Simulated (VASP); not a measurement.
Here is the system:

```xyz
2
Lattice="0.0000 2.1050 2.1050 2.1050 0.0000 2.1050 2.1050 2.1050 0.0000" Properties=species:S:1:pos:R:3 pbc="T T T"
Mg     0.0000     0.0000     0.0000
O      2.1050     2.1050     2.1050
```

Calculation: PBEsol GGA, VASP's PBE PAW potentials (set 64) (plane waves; VASP). Settings: 520 eV cut-off, 12×12×12 Γ-centred mesh, tetrahedra with Blöchl corrections, potentials Mg O.

Problem. Estimate the energy per atom (σ→0), band gap (on the k-mesh) with the smallest direct gap where there is one.

Solution. 
```json
{
  "band gap (on the k-mesh)": "4.65 eV",
  "smallest direct gap (on the k-mesh)": "4.65 eV",
  "energy per atom (σ→0)": "-6.256 eV/atom"
}
```

The absolute energy has meaning only against runs of the same code, potentials and settings.

The compound is MgO in the rock salt structure. The cell was not relaxed at this level.
